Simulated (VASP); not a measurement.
Method: PBEsol GGA, VASP's PBE PAW potentials (set 64) (plane waves; VASP).

VASP input:

POSCAR:
```
Au(100) slab
1
    2.8856425260     0.0000000000     0.0000000000
    0.0000000000     2.8856425260     0.0000000000
    0.0000000000     0.0000000000    27.2461044692
Au
6
Direct
  0.0000000000   0.5000000000   0.3133495841
  0.5000000000   0.0000000000   0.3872071030
  1.0000000000   0.5000000000   0.4625879098
  0.5000000000   0.0000000000   0.5374120902
  1.0000000000   0.5000000000   0.6127928970
  0.5000000000   0.0000000000   0.6866504159
```

KPOINTS:
```
Automatic mesh
0
Gamma
10 10 1
0 0 0
```

INCAR:
```
PREC = Normal
LREAL = .False.
LWAVE = .False.
IDIPOL = 3
LORBIT = 11   # lm-projected
ALGO = Normal   # blocked Davidson
SYSTEM = Au(100) slab
EDIFF = 1E-6
LCHARG = .False.
LMAXMIX = 6
DIPOL = 0.5 0.5 0.5
NELM = 100
SIGMA = 0.1
ISMEAR = 1   # Methfessel-Paxton
LASPH = .True.
GGA = PS
LDIPOL = .True.
LVHAR = .True.
NELMIN = 4
ENCUT = 400
```

POTCAR, in this order: Au (PBE.64 set). Program: vasp_std. Read from the step before: WAVECAR.

Unless said otherwise, spin-orbit coupling is left out, though it shifts the bands of the heavy elements here.

Task: Predict the energy per atom (σ→0), band gap (on the k-mesh).

Result: 
The energy per atom (σ→0) comes out as -3.714 eV/atom and the band gap (on the k-mesh) is none (metal, semimetal or under 0.01 eV).

OSZICAR:
```
       N       E                     dE             d eps       ncg     rms          rms(c)
DAV:   1    -0.222823865107E+02   -0.22282E+02   -0.29930E-04  1823   0.218E-01    0.459E-02
DAV:   2    -0.222823415357E+02    0.44975E-04   -0.57249E-04  1913   0.323E-01    0.386E-02
DAV:   3    -0.222823184028E+02    0.23133E-04   -0.73101E-05  1877   0.113E-01    0.851E-03
DAV:   4    -0.222823182547E+02    0.14814E-06   -0.79341E-06  1834   0.175E-02
   1 F= -.22282318E+02 E0= -.22282730E+02  d E =0.123434E-02
```

The cell is a thin slab with vacuum, built from Au (fcc): (100) face.
